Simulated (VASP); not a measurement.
# ScIn3N2 in VASP: notebook, part 2 of 3

VASP 6.6.1.

## (3) Relaxation of cell and atoms, PBE

This run uses another cell than the first one, of 19.41 Å³/atom, 1.055 times its volume.

INCAR

```
PREC = Normal ; ENCUT = 520
EDIFF = 1E-4 ; ISMEAR = 0
SIGMA = 0.15 ; LREAL = False
LASPH = True ; NELM = 60
ALGO = Fast ; ISIF = 3
LWAVE = False ; LCHARG = False
GGA = PE ; IBRION = 2
NSW = 24 ; EDIFFG = -0.08
```

KPOINTS

```
Automatic mesh
0
Gamma
  3 3 3
```

POSCAR

```
ScIn3N2
1.0
    4.9583421700      0.0000000000      0.0000000000
   -2.4791710900      4.2940502800      0.0000000000
    0.0000000000      0.0000000000      5.4696618700
Sc In N
1 3 2
Direct
    0.0000000000      0.0000000000      0.5000000000
    0.5000000000      0.0000000000      0.0000000000
    0.0000000000      0.5000000000      0.0000000000
    0.5000000000      0.5000000000      0.0000000000
    0.0000000000      0.0000000000      0.1082165200
    0.0000000000      0.0000000000      0.8917834800
```

Potentials or basis: VASP PAW PBE potentials, release 64 (Sc_sv, In_d, N).

Command:

```console
$ cat potpaw_PBE.64/Sc_sv/POTCAR potpaw_PBE.64/In_d/POTCAR potpaw_PBE.64/N/POTCAR > POTCAR
$ mpirun -np 1 vasp_std > vasp.out
```

OUTCAR:

```text
PREC = Normal
   ENCUT = 520
   EDIFF = 1E-4
   ISMEAR = 0
   LREAL = False
   LASPH = True
   NELM = 60
   ISIF = 3
   GGA = PE
   IBRION = 2
   NSW = 24
   EDIFFG = -0.08

 ion  position               nearest neighbor table
   1  0.000  0.000  0.500-   5 2.14   6 2.14   4 3.69   4 3.69   4 3.69   4 3.69   2 3.69   2 3.69
                             2 3.69   2 3.69   3 3.69   3 3.69   3 3.69   3 3.69
   2  0.500  0.000  0.000-   3 2.48   3 2.48   4 2.48   4 2.48   5 2.55   5 2.55   6 2.55   6 2.55
                             1 3.69   1 3.69   1 3.69   1 3.69
   3  0.000  0.500  0.000-   2 2.48   2 2.48   4 2.48   4 2.48   5 2.55   6 2.55   5 2.55   6 2.55
                             1 3.69   1 3.69   1 3.69   1 3.69
   4  0.500  0.500  0.000-   3 2.48   3 2.48   2 2.48   2 2.48   5 2.55   6 2.55   5 2.55   6 2.55
                             1 3.69   1 3.69   1 3.69   1 3.69
   5  0.000  0.000  0.108-   6 1.18   1 2.14   4 2.55   4 2.55   2 2.55   2 2.55   3 2.55   3 2.55

   6  0.000  0.000  0.892-   5 1.18   1 2.14   4 2.55   4 2.55   2 2.55   2 2.55   3 2.55   3 2.55

  LATTYP: Found a hexagonal cell.
 ALAT       =     4.9583421700
 C/A-ratio  =     1.1031231171

  Lattice vectors:

 A1 = (   4.9583421700,   0.0000000000,   0.0000000000)
 A2 = (  -2.4791710900,   4.2940502800,   0.0000000000)
 A3 = (   0.0000000000,   0.0000000000,   5.4696618700)

Analysis of symmetry for initial positions (statically):
=====================================================================
 Subroutine PRICEL returns:
 Original cell was already a primitive cell.

 Routine SETGRP: Setting up the symmetry group for a
 hexagonal supercell.

 Subroutine GETGRP returns: Found 24 space group operations
 (whereof 24 operations were pure point group operations)
 out of a pool of 24 trial point group operations.

The static configuration has the point symmetry D_6h.

Analysis of symmetry for dynamics (positions and initial velocities):
=====================================================================
 Subroutine PRICEL returns:
 Original cell was already a primitive cell.

 Routine SETGRP: Setting up the symmetry group for a
 hexagonal supercell.

 Subroutine GETGRP returns: Found 24 space group operations
 (whereof 24 operations were pure point group operations)
 out of a pool of 24 trial point group operations.
[... 136 lines left out ...]
  ext. energy  EPLUGINS =         0.00000000
  ---------------------------------------------------
  free energy    TOTEN  =       -21.90130074 eV

  energy without entropy =      -21.87291272  energy(sigma->0) =      -21.88710673

 E-fermi :   7.3945     XC(G=0): -10.0251

 val. band max:        7.0199130163   @ k =   0.3333   0.0000   0.0000
 cond. band min:       7.5133886717   @ k =   0.3333   0.0000   0.0000
 fundamental gap:      0.4934756554
 Fermi energy:         7.3944740908

 k-point     1 :       0.0000    0.0000    0.0000
  band No.  band energies     occupation
      1     -43.4058      2.00000
      2     -22.1301      2.00000
      3     -22.1301      2.00000
      4     -21.8775      2.00000
      5     -16.6592      2.00000
      6     -10.5799      2.00000
[... 262 lines left out ...]
--------------------------------------- Ionic step        2  -------------------------------------------

 number of electron      59.9999851 magnetization

------------------------ aborting loop EDIFF was not reached (unconverged)  ----------------------------

  FORCE on cell =-STRESS in cart. coord.  units (eV):
  Direction    XX          YY          ZZ          XY          YZ          ZX
  --------------------------------------------------------------------------------------
  -------------------------------------------------------------------------------------
  Total       -8.2137836     -8.2137836     18.3942655      0.0000000      0.0000000      0.0000000
  in kB      -63.5453058    -63.5453058    142.3058217      0.0000001      0.0000000      0.0000000
  external PRESSURE =       5.0717367 kB  Pullay stress =       0.0000000 kB
[... 61 lines left out ...]
  FREE ENERGIE OF THE ION-ELECTRON SYSTEM (eV)
  ---------------------------------------------------
  free  energy   TOTEN  =       -27.1035987329 eV

  energy  without entropy=      -27.0656295669  energy(sigma->0) =      -27.08461415

[... ionic steps 4 to 10 ...]

--------------------------------------- Ionic step       11  -------------------------------------------

 number of electron      59.9999969 magnetization

------------------------ aborting loop because EDIFF is reached ----------------------------------------
[... 75 lines left out ...]
--------------------------------------- Ionic step       13  -------------------------------------------

 number of electron      59.9999965 magnetization

 Free energy of the ion-electron system (eV)
  ---------------------------------------------------
  ext. energy  EPLUGINS =         0.00000000
  ---------------------------------------------------
  free energy    TOTEN  =       -29.07305560 eV

  energy without entropy =      -29.01456687  energy(sigma->0) =      -29.04381123

 E-fermi :   3.6827     XC(G=0):  -8.5800

 val. band max:        3.6707003635   @ k =   0.3333   0.0000   0.3333
 cond. band min:       3.7038644536   @ k =   0.0000   0.0000   0.3333
 fundamental gap:      0.0331640901
 Fermi energy:         3.6827072802

 k-point     1 :       0.0000    0.0000    0.0000
  band No.  band energies     occupation
      1     -46.2173      2.00000
      2     -25.0277      2.00000
      3     -25.0277      2.00000
      4     -24.7103      2.00000
      5     -17.3971      2.00000
      6     -11.2630      2.00000
[... 256 lines left out ...]
  FREE ENERGIE OF THE ION-ELECTRON SYSTEM (eV)
  ---------------------------------------------------
  free  energy   TOTEN  =       -29.0730555967 eV

  energy  without entropy=      -29.0145668705  energy(sigma->0) =      -29.04381123

 reached required accuracy - stopping structural energy minimisation
```

OSZICAR:

```text
N       E                     dE             d eps       ncg     rms          rms(c)
DAV:   1     0.782025270769E+03    0.78203E+03   -0.28715E+04   432   0.219E+03
DAV:   2     0.936740262755E+02   -0.68835E+03   -0.67970E+03   440   0.605E+02
DAV:   3    -0.187964505401E+02   -0.11247E+03   -0.10988E+03   612   0.252E+02
[... 202 lines left out ...]
DAV:   1    -0.290778365988E+02   -0.68925E-02   -0.24163E-01   468   0.435E+00    0.408E-01
RMM:   2    -0.290746264349E+02    0.32102E-02   -0.14241E-02   498   0.122E+00    0.247E-01
RMM:   3    -0.290735874598E+02    0.10390E-02   -0.34325E-03   490   0.438E-01    0.142E-01
RMM:   4    -0.290730465356E+02    0.54092E-03   -0.13953E-03   445   0.293E-01    0.389E-02
RMM:   5    -0.290730555967E+02   -0.90611E-05   -0.37980E-04   332   0.181E-01
  13 F= -.29073056E+02 E0= -.29043811E+02  d E =-.108166E-02
```

CONTCAR:

```text
ScIn3N2
   1.00000000000000
     6.0546941565331123   -0.0000000013894001    0.0000000000000000
    -3.0273470855753750    5.2435189526092501   -0.0000000000000000
    -0.0000000000000000    0.0000000000000000    5.1758543750852386
  Sc              In              N
     1     3     2
Direct
     0.0000000000000000    0.0000000000000000    0.5000000000000000
     0.5000000000000000    0.0000000000000000    0.0000000000000000
     0.0000000000000000    0.5000000000000000    0.0000000000000000
     0.5000000000000000    0.5000000000000000    0.0000000000000000
     0.0000000000000000    0.0000000000000000    0.1193801657884482
     0.0000000000000000    0.0000000000000000    0.8806198342115519

  0.00000000E+00  0.00000000E+00  0.00000000E+00
  0.00000000E+00  0.00000000E+00  0.00000000E+00
  0.00000000E+00  0.00000000E+00  0.00000000E+00
  0.00000000E+00  0.00000000E+00  0.00000000E+00
  0.00000000E+00  0.00000000E+00  0.00000000E+00
  0.00000000E+00  0.00000000E+00  0.00000000E+00
```

It took 2.6 min on 1 thread of Intel Xeon Platinum 8488C (Sapphire Rapids), shared host; peak memory 0.18 GiB.

What came out:

```
Free energy                            : -29.0731 eV
Relaxed volume                         : 27.39 Å³/atom
Relaxed cell                           : a = 6.055 Å, b = 6.055 Å, c = 5.176 Å, α = 90.00°, β = 90.00°, γ = 120.00°
Space group after relaxing (to 0.05 Å) : P6/mmm (No. 191)
Energy gained by relaxing              : 1195.3 meV/atom
Ionic steps                            : 13
Pressure after relaxing                : -0.2 GPa
Largest force after relaxing           : 0.032 eV/Å
Band gap on the k mesh                 : none (metal or under the smearing width)
```

Forces in eV/Å, atoms in the order of the input:
```
Sc   0.000  0.000  0.000
In   0.000  0.000  0.000
In   0.000  0.000  0.000
In   0.000  0.000  0.000
N    0.000  0.000 -0.032
N    0.000  0.000  0.032
```

The path:
```tsv
step	energy change (eV)	largest force (eV/Å)	pressure (GPa)	volume (Å³)
1	0.0000	9.0228	37.87	116.46
2	-1.3720	6.9919	0.51	207.10
3	-5.2023	4.5679	1.88	151.77
4	-5.4532	4.9025	-0.10	156.78
5	-5.4853	4.6894	0.63	154.27
6	-7.0528	3.2642	1.19	165.41
7	-7.1574	1.1962	-0.29	163.42
8	-7.1668	0.5656	-0.02	163.81
9	-7.1672	0.2626	0.10	163.98
10	-7.1663	0.8052	0.05	164.39
11	-7.1707	0.1813	0.07	164.17
12	-7.1697	0.3582	-0.45	164.52
13	-7.1718	0.0320	-0.18	164.32
```

Final structure:
```
Sc In N
1.0
     6.05469    0.00000    0.00000
    -3.02735    5.24352    0.00000
     0.00000    0.00000    5.17585
Sc In N
1 3 2
Cartesian
  0.0000 0.0000 2.5879
  3.0273 0.0000 0.0000
  -1.5137 2.6218 0.0000
  1.5137 2.6218 0.0000
  0.0000 0.0000 0.6179
  0.0000 0.0000 4.5580
```

Caveat: the k mesh is coarse (spacing up to 0.49 Å⁻¹), so the values aren't converged; the standard files for N, O and F lose accuracy on very short bonds; the volume moved by over 15 % at a fixed basis, so the end points are rough; the relaxation stopped at a loose force limit of 0.08 eV/Å, so its end isn't a converged minimum.

(Part 2 of 3 ends here.)
